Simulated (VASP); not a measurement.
Input:

```
Cd
1.0
    1.45406    -2.51850     0.00000
    1.45406     2.51850     0.00000
    0.00000     0.00000     5.47100
Cd
2
Direct
  0.33333   0.66667   0.25000
  0.66667   0.33333   0.75000
```

Calculation: SCAN meta-GGA, VASP's PBE PAW potentials (set 64) (plane waves; VASP 6.6.1). Run with 520 eV cut-off, 14×14×7 Γ-centred mesh, first-order Methfessel-Paxton smearing of 0.10 eV, potentials Cd.

Problem. The ions and cell shape at fixed volume are relaxed. Which structure does the run end with?

Solution. 
```
Cd
1.0
    1.47408    -2.55319     0.00000
    1.47408     2.55319     0.00000
    0.00000     0.00000     5.32336
Cd
2
Cartesian
  1.47408   0.85106   1.33084
  1.47408  -0.85106   3.99252
```
Space group P6_3/mmc (194), at a tolerance of 0.03 Å.

Problem. How much energy does the relaxation gain?

Solution. The energy (σ→0) changes by -4.5 meV/atom, in 4 ionic steps.

```
step  E(σ→0) (eV)  max force (eV/Å)  pressure (GPa)  volume (Å³)
----  -----------  ----------------  --------------  -----------
1        -60.7478             0.000            5.02        40.07
2        -60.7506             0.000            4.81        40.07
3        -60.7565             0.000            4.25        40.07
4        -60.7568             0.000            4.10        40.07
```

The compound is Cd in the hcp structure. This cell is one point of a volume scan, at 0.94 of the reference volume. Symmetry was kept, so distortions that lower it aren't found.
